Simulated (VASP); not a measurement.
Given:

```
GeSe
1.0
   11.12771     0.00000     0.00000
    0.00000     3.74402     0.00000
    0.00000     0.00000     4.61119
Ge Se
4 4
Cartesian
  1.43659   0.93600   0.54873
  9.69112   2.80801   4.06245
  4.12727   2.80801   2.85432
  7.00044   0.93600   1.75686
  9.45054   0.93600   2.37693
  1.67717   2.80801   2.23426
  7.24102   2.80801   0.07134
  3.88669   0.93600   4.53985
```

These are PBEsol GGA, VASP's PBE PAW potentials (set 64) (plane waves; VASP) values and carry that method's errors. Settings: 300 eV cut-off, 2×4×3 Γ-centred mesh, Gaussian smearing of 0.010 eV, potentials Ge_d Se.

Q: Give the energies of bands 34 to 47 at the high-symmetry points, in eV from the valence-band maximum.

A: 
```csv
band,Γ,X,S,Y,Z,U,R,T
34,-2.96,-3.12,-2.56,-2.81,-2.10,-2.30,-4.13,-3.98
35,-2.08,-2.06,-2.56,-2.33,-1.79,-2.10,-4.13,-3.70
36,-1.93,-2.06,-2.56,-2.33,-1.79,-2.10,-4.13,-3.70
37,-1.49,-1.69,-1.76,-1.76,-1.14,-0.89,-1.49,-1.99
38,-1.08,-1.69,-1.76,-1.76,-1.14,-0.89,-1.49,-1.99
39,-0.95,-0.46,-1.76,-1.41,-0.51,-0.55,-1.49,-1.50
40,0.00,-0.46,-1.76,-1.41,-0.51,-0.55,-1.49,-1.50
41,0.71,1.95,1.30,0.91,1.33,1.37,2.46,2.76
42,2.13,1.95,1.30,0.91,1.33,1.37,2.46,2.76
43,2.31,2.19,1.30,1.19,2.03,1.83,2.46,2.93
44,2.52,2.19,1.30,1.19,2.03,1.83,2.46,2.93
45,2.70,3.11,2.09,1.98,2.40,2.81,4.39,4.45
46,2.78,3.11,2.09,1.98,2.40,2.81,4.39,4.45
47,3.50,3.69,2.09,2.32,2.75,3.46,4.39,4.61
```

The gap is direct, 0.71 eV, from the valence maximum at Γ to the conduction minimum at Γ.

The structure comes from a computed database's GeSe entry; how it stands against other phases isn't given here. The cell was not relaxed at this level. The k-mesh is coarse (spacing up to 0.45 per Å, 2π included), so the numbers may not be converged in it.
